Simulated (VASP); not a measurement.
These are PBE GGA, VASP's PBE PAW potentials (set 64) (plane waves; VASP 6.6.1) values and carry that method's errors.

The input files of a VASP run:

**KPOINTS**
```
K-points
0
gamma
15 15 15
0 0 0
```

File POSCAR:
```
Cu
1
    0.0000000000     1.8411000000     1.8411000000
    1.8411000000     0.0000000000     1.8411000000
    1.8411000000     1.8411000000     0.0000000000
Cu
1
Direct
  0.0000000000   0.0000000000   0.0000000000
```

INCAR:
```
SYSTEM = Cu
PREC = Accurate; ENCUT = 400; LREAL = F
LASPH = T
EDIFF = 1E-6; NELM = 100; ALGO = Normal
LMAXMIX = 4
ISMEAR = 1; SIGMA = 0.1
GGA = PE
ISIF = 2
LWAVE = F; LCHARG = F
```

POTCAR, in this order: Cu (PBE.64 set). Program: vasp_std.

Output of the run:

### OUTCAR
```
 ion  position               nearest neighbor table
   1  0.000  0.000  0.000-
  LATTYP: Found a face centered cubic cell.
 ALAT       =     3.6822000000
 Subroutine PRICEL returns:
 Original cell was already a primitive cell.
 Subroutine GETGRP returns: Found 48 space group operations
The static configuration has the point symmetry O_h .
The dynamic configuration has the point symmetry O_h .
 Subroutine INISYM returns: Found 48 space group operations
 Subroutine IBZKPT returns following result:
 Found    120 irreducible k-points:

 Following reciprocal coordinates:
            Coordinates               Weight
  0.000000  0.000000  0.000000      1.000000
  0.066667  0.000000  0.000000      8.000000
  0.133333  0.000000  0.000000      8.000000
  0.200000  0.000000  0.000000      8.000000
  0.266667  0.000000  0.000000      8.000000
  0.333333  0.000000  0.000000      8.000000
  0.400000  0.000000  0.000000      8.000000
  0.466667  0.000000  0.000000      8.000000
  0.066667  0.066667  0.000000      6.000000
  0.133333  0.066667  0.000000     24.000000
  0.200000  0.066667  0.000000     24.000000
  0.266667  0.066667  0.000000     24.000000
  0.333333  0.066667  0.000000     24.000000
  0.400000  0.066667  0.000000     24.000000
  0.466667  0.066667  0.000000     24.000000
 -0.466667  0.066667  0.000000     24.000000
 -0.400000  0.066667  0.000000     24.000000
 -0.333333  0.066667  0.000000     24.000000
 -0.266667  0.066667  0.000000     24.000000
 -0.200000  0.066667  0.000000     24.000000
 -0.133333  0.066667  0.000000     24.000000
 -0.066667  0.066667  0.000000     12.000000
  0.133333  0.133333  0.000000      6.000000
  0.200000  0.133333  0.000000     24.000000
  0.266667  0.133333  0.000000     24.000000
...
```

**OSZICAR**
```
       N       E                     dE             d eps       ncg     rms          rms(c)
DAV:   1     0.314587672420E+02    0.31459E+02   -0.48231E+03  2202   0.166E+03
DAV:   2    -0.423501872813E+01   -0.35694E+02   -0.33787E+02  2162   0.180E+02
DAV:   3    -0.459634547171E+01   -0.36133E+00   -0.36040E+00  2607   0.265E+01
DAV:   4    -0.459866229294E+01   -0.23168E-02   -0.23166E-02  2736   0.188E+00
DAV:   5    -0.459868922979E+01   -0.26937E-04   -0.26937E-04  2551   0.159E-01    0.758E+00
DAV:   6    -0.413978095621E+01    0.45891E+00   -0.17757E+01  2279   0.957E+01    0.424E+00
DAV:   7    -0.373012327719E+01    0.40966E+00   -0.29216E+00  2297   0.387E+01    0.547E-01
DAV:   8    -0.372083229925E+01    0.92910E-02   -0.57011E-03  2419   0.138E+00    0.311E-01
DAV:   9    -0.371914924196E+01    0.16831E-02   -0.12336E-02  2384   0.235E+00    0.324E-02
DAV:  10    -0.371914857916E+01    0.66280E-06   -0.71923E-05  3225   0.176E-01    0.571E-03
DAV:  11    -0.371914816288E+01    0.41628E-06   -0.48633E-07  1673   0.955E-03
   1 F= -.37191482E+01 E0= -.37190407E+01  d E =-.322438E-03
```

File OUTCAR:
```
------------------------ aborting loop because EDIFF is reached ----------------------------------------
  FORCE on cell =-STRESS in cart. coord.  units (eV):
  Direction    XX          YY          ZZ          XY          YZ          ZX
  --------------------------------------------------------------------------------------
  Total       -0.4455018     -0.4455018     -0.4455018      0.0000000     -0.0000000      0.0000000
  in kB      -57.1870810    -57.1870810    -57.1870810      0.0000000     -0.0000000      0.0000000
  external PRESSURE =     -57.1870810 kB  Pullay stress =       0.0000000 kB
  volume of cell :       12.48
      direct lattice vectors                 reciprocal lattice vectors
     0.000000000  1.841100000  1.841100000    -0.271576775  0.271576775  0.271576775
     1.841100000  0.000000000  1.841100000     0.271576775 -0.271576775  0.271576775
     1.841100000  1.841100000  0.000000000     0.271576775  0.271576775 -0.271576775
 POSITION                                       TOTAL-FORCE (eV/Angst)
 -----------------------------------------------------------------------------------
      0.00000      0.00000      0.00000         0.000000      0.000000      0.000000
 -----------------------------------------------------------------------------------
    total drift:                                0.000000     -0.000000     -0.000000
  FREE ENERGIE OF THE ION-ELECTRON SYSTEM (eV)
  ---------------------------------------------------
  free  energy   TOTEN  =        -3.7191481629 eV

  energy  without entropy=       -3.7188257250  energy(sigma->0) =       -3.71904068
```
(Selected blocks of OUTCAR.)

The compound is Cu in the fcc structure. The cell was not relaxed at this level.
